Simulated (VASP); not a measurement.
Consider the following.

```xyz
4
Lattice="1.2770 -2.2119 0.0000 1.2770 2.2119 0.0000 0.0000 0.0000 6.7932" Properties=species:S:1:pos:R:3 pbc="T T T"
B      1.2770     0.7373     1.6983
B      1.2770    -0.7373     5.0949
N      1.2770    -0.7373     1.6983
N      1.2770     0.7373     5.0949
```

Method: r2SCAN meta-GGA, VASP's PBE PAW potentials (set 64) (plane waves; VASP). Settings: 520 eV cut-off, 9×9×3 Γ-centred mesh, Gaussian smearing of 0.050 eV, potentials B N.

Problem. Give the stress tensor in GPa (positive for a compressed cell).

Solution. 
```
-20.20    0.00    0.00
  0.00  -20.20    0.00
  0.00    0.00    0.01
```
The pressure is its mean diagonal, -13.46 GPa.

The compound is BN in the hex structure. The cell was not relaxed at this level. The run is one of a series of settings (GGA removed, LMIXTAU = .TRUE., METAGGA = R2SCAN against the base run), some of them coarse on purpose.
